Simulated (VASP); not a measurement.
Set up this calculation in VASP 6.6.1, as the native input.

```yaml
Task: single point
Functional: PBE
Potentials_or_basis: VASP PAW PBE potentials, release 64 (Tl_d, Ge_d, H)
Cutoff: 520 eV
k_mesh: 4 × 4 × 4
Occupations: gaussian, width 0.05 eV
Spin: no spin polarisation
Dipole_correction: no
Further_INCAR_settings: ALGO = Normal; EDIFF = 1e-07; NBANDS = 23
```

The structure of TlGeH3 lies in POSCAR:

```
TlGeH3
1.0
    4.1319177767      0.0000000000      0.0000000000
    0.0000000000      4.1319177767      0.0000000000
    0.0000000000      0.0000000000      4.1319177767
Tl Ge H
1 1 3
Direct
    0.0000000000      0.0000000000      0.0000000000
    0.5000000000      0.5000000000      0.5000000000
    0.5000000000      0.5000000000      0.0000000000
    0.5000000000      0.0000000000      0.5000000000
    0.0000000000      0.5000000000      0.5000000000
```

The cell comes from a database or a generator and needn't be the stable form of this composition.

These files were run (other wordings do the same):

INCAR

```
SYSTEM = TlGeH3
PREC = Accurate ; ENCUT = 520
EDIFF = 1E-7 ; ISMEAR = 0
SIGMA = 0.05 ; LREAL = .FALSE.
LASPH = .TRUE. ; NELM = 100
ALGO = Normal ; ISIF = 2
LWAVE = .FALSE. ; LCHARG = .TRUE.
GGA = PE ; LELF = .TRUE.
LVHAR = .TRUE. ; NBANDS = 23
```

KPOINTS

```
regular mesh
0
G
  4 4 4
  0 0 0
```

Potentials or basis: VASP PAW PBE potentials, release 64 (Tl_d, Ge_d, H).

Run with:

```sh
$ cat potpaw_PBE.64/Tl_d/POTCAR potpaw_PBE.64/Ge_d/POTCAR potpaw_PBE.64/H/POTCAR > POTCAR
$ mpirun -np 1 vasp_std > vasp.out
```

It gave:

```json
{"Pressure": "-2.6 GPa", "Band gap on the k mesh": "none (metal or under the smearing width)"}
```

Caveat: the k mesh is coarse (spacing up to 0.38 Å⁻¹), so the values aren't converged.

Wall time 14 s on 1 thread of Intel(R) Xeon(R) Platinum 8259CL CPU @ 2.50GHz (Skylake/Cascade Lake) (shared host), peak memory 0.18 GiB.
